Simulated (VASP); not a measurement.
```xyz
3
Lattice="1.9363 -3.3538 0.0000 1.9363 3.3538 0.0000 0.0000 0.0000 6.8955" Properties=species:S:1:pos:R:3 pbc="T T T"
Sn     0.0000     0.0000     0.0000
Se     1.9363     1.1179     1.5951
Se     1.9363    -1.1179     5.3005
```

Method: PBE GGA, VASP's PBE PAW potentials (set 64) (plane waves; VASP). Settings: 400 eV cut-off, 7×7×4 Γ-centred mesh, tetrahedra with Blöchl corrections, potentials Sn_d Se.

The cores are frozen, which limits the accuracy of field gradients. Without a dispersion term in the relaxation, distances and binding between the weakly bound layers, chains or molecules are unreliable, and so is what depends on them.

Question: Give the principal components of the electric field gradient (V/Å²) and the asymmetry η at each nucleus.

Answer: 
```tsv
atom	Vxx	Vyy	Vzz	η
Sn1	0.4	0.4	-0.8	0.01
Se2	37.8	37.8	-75.5	0.00
Se3	37.8	37.8	-75.5	0.00
```

The compound is SnSe2 in the 1T layered structure. It was relaxed first, which changed the volume by +16 %.
